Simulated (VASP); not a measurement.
The cell holds one PtAl2 (fluorite) (110) slab, with vacuum along c, ions free to move until forces fall under 0.03 eV/Å, no reconstruction beyond this cell, dipole correction on.

Input:

```yaml
crystal:
  lattice:
    - [4.16794, 0.00000, 0.00000]
    - [0.00000, 5.89435, 0.00000]
    - [0.00000, 0.00000, 27.46410]
  atoms:
    - { symbol: Al, position: [0.50000, 0.23550, 0.31330] }
    - { symbol: Al, position: [0.00000, 0.24884, 0.38699] }
    - { symbol: Al, position: [0.00000, 0.75116, 0.38699] }
    - { symbol: Al, position: [0.50000, 0.76450, 0.31330] }
    - { symbol: Al, position: [0.50000, 0.25005, 0.46170] }
    - { symbol: Al, position: [0.00000, 0.24995, 0.53830] }
    - { symbol: Al, position: [0.00000, 0.75005, 0.53830] }
    - { symbol: Al, position: [0.50000, 0.74995, 0.46170] }
    - { symbol: Al, position: [0.50000, 0.25116, 0.61301] }
    - { symbol: Al, position: [0.00000, 0.26450, 0.68670] }
    - { symbol: Al, position: [0.00000, 0.73550, 0.68670] }
    - { symbol: Al, position: [0.50000, 0.74884, 0.61301] }
    - { symbol: Pt, position: [0.00000, 0.00000, 0.31329] }
    - { symbol: Pt, position: [0.50000, 0.50000, 0.38456] }
    - { symbol: Pt, position: [0.00000, 0.00000, 0.46246] }
    - { symbol: Pt, position: [0.50000, 0.50000, 0.53754] }
    - { symbol: Pt, position: [0.00000, 0.00000, 0.61544] }
    - { symbol: Pt, position: [0.50000, 0.50000, 0.68671] }
```

Computed with PBEsol GGA, VASP's PBE PAW potentials (set 64) (plane waves; VASP). Settings: 400 eV cut-off, 7×5×1 Γ-centred mesh, first-order Methfessel-Paxton smearing of 0.10 eV, potentials Al Pt.

Slab and bulk use different k-meshes, so the surface energy is good to a few per cent at best. Unless said otherwise, spin-orbit coupling is left out, though it shifts the bands of the heavy elements here.

Question: Predict its surface energy, work function, band gap (on the k-mesh).

Answer: 
The surface energy is 1.50 J/m^2, the work function is 4.57 eV and the band gap (on the k-mesh) is none (metal, semimetal or under 0.01 eV).

The cell is a thin slab with vacuum, built from PtAl2 (fluorite): (110) face.
